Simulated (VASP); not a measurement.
A convergence study with VASP on Os: one setting is varied, all else stays as given below, so the limit is that of these other settings.

```
Os
1.0
    2.71635     0.00000     0.00000
   -1.35817     2.35243     0.00000
    0.00000     0.00000    20.44758
Os
4
Direct
  0.66667   0.33333   0.34234
  0.33333   0.66667   0.44745
  0.66667   0.33333   0.55255
  0.33333   0.66667   0.65766
```

Level of theory: PBE GGA, VASP's PBE PAW potentials (set 64) (plane waves; VASP). The tightest run used: 300 eV cut-off, 36×36×1 Γ-centred mesh, Fermi-Dirac smearing of 0.10 eV, potentials Os.

### Question
The settings run are 3×3×1 mesh; 4×4×1 mesh; 5×5×1 mesh; 6×6×1 mesh; 7×7×1 mesh; 9×9×1 mesh; 10×10×1 mesh; 12×12×1 mesh; 14×14×1 mesh; 16×16×1 mesh; 19×19×1 mesh; 22×22×1 mesh; 26×26×1 mesh; 30×30×1 mesh; 36×36×1 mesh. From which on does the largest force stay within 0.02 eV/Å of the tightest run?

### Answer
From 26×26×1 mesh on: it is off by 0.000 there and by no more than 0.02 in any finer run, while 22×22×1 mesh is off by 0.027.
```json
[
 {"setting": "3×3×1 mesh", "E (eV/atom)": "-10.0121", "largest force (eV/Å)": "0.766", "irreducible k-points": "3", "difference judged (eV/Å)": "0.038"},
 {"setting": "4×4×1 mesh", "E (eV/atom)": "-10.6825", "largest force (eV/Å)": "0.844", "irreducible k-points": "4", "difference judged (eV/Å)": "0.116"},
 {"setting": "5×5×1 mesh", "E (eV/atom)": "-10.6561", "largest force (eV/Å)": "0.596", "irreducible k-points": "5", "difference judged (eV/Å)": "0.132"},
 {"setting": "6×6×1 mesh", "E (eV/atom)": "-10.6574", "largest force (eV/Å)": "0.421", "irreducible k-points": "7", "difference judged (eV/Å)": "0.307"},
 {"setting": "7×7×1 mesh", "E (eV/atom)": "-10.6251", "largest force (eV/Å)": "0.874", "irreducible k-points": "8", "difference judged (eV/Å)": "0.146"},
 {"setting": "9×9×1 mesh", "E (eV/atom)": "-10.6500", "largest force (eV/Å)": "0.592", "irreducible k-points": "12", "difference judged (eV/Å)": "0.136"},
 {"setting": "10×10×1 mesh", "E (eV/atom)": "-10.6318", "largest force (eV/Å)": "0.781", "irreducible k-points": "14", "difference judged (eV/Å)": "0.053"},
 {"setting": "12×12×1 mesh", "E (eV/atom)": "-10.6428", "largest force (eV/Å)": "0.606", "irreducible k-points": "19", "difference judged (eV/Å)": "0.122"},
 {"setting": "14×14×1 mesh", "E (eV/atom)": "-10.6449", "largest force (eV/Å)": "0.766", "irreducible k-points": "24", "difference judged (eV/Å)": "0.038"},
 {"setting": "16×16×1 mesh", "E (eV/atom)": "-10.6410", "largest force (eV/Å)": "0.721", "irreducible k-points": "30", "difference judged (eV/Å)": "0.007"},
 {"setting": "19×19×1 mesh", "E (eV/atom)": "-10.6414", "largest force (eV/Å)": "0.706", "irreducible k-points": "40", "difference judged (eV/Å)": "0.022"},
 {"setting": "22×22×1 mesh", "E (eV/atom)": "-10.6422", "largest force (eV/Å)": "0.701", "irreducible k-points": "52", "difference judged (eV/Å)": "0.027"},
 {"setting": "26×26×1 mesh", "E (eV/atom)": "-10.6412", "largest force (eV/Å)": "0.728", "irreducible k-points": "70", "difference judged (eV/Å)": "0.000"},
 {"setting": "30×30×1 mesh", "E (eV/atom)": "-10.6413", "largest force (eV/Å)": "0.725", "irreducible k-points": "91", "difference judged (eV/Å)": "0.003"},
 {"setting": "36×36×1 mesh", "E (eV/atom)": "-10.6413", "largest force (eV/Å)": "0.728", "irreducible k-points": "127", "difference judged (eV/Å)": "0.000"}
]
```

VASP warned of too few bands at 3×3×1 mesh; 4×4×1 mesh; 5×5×1 mesh; 6×6×1 mesh; 7×7×1 mesh; 9×9×1 mesh; 10×10×1 mesh; 12×12×1 mesh; 14×14×1 mesh; 16×16×1 mesh; 19×19×1 mesh; 22×22×1 mesh; 26×26×1 mesh; 30×30×1 mesh; 36×36×1 mesh.

Left out are rungs that failed or repeat a setting and relaxations that didn't move; long series are thinned to 24 rows.

The cell is a sheet or thin cut with vacuum, built from a generated structure. VASP warned that the highest band is occupied, so more bands are needed.
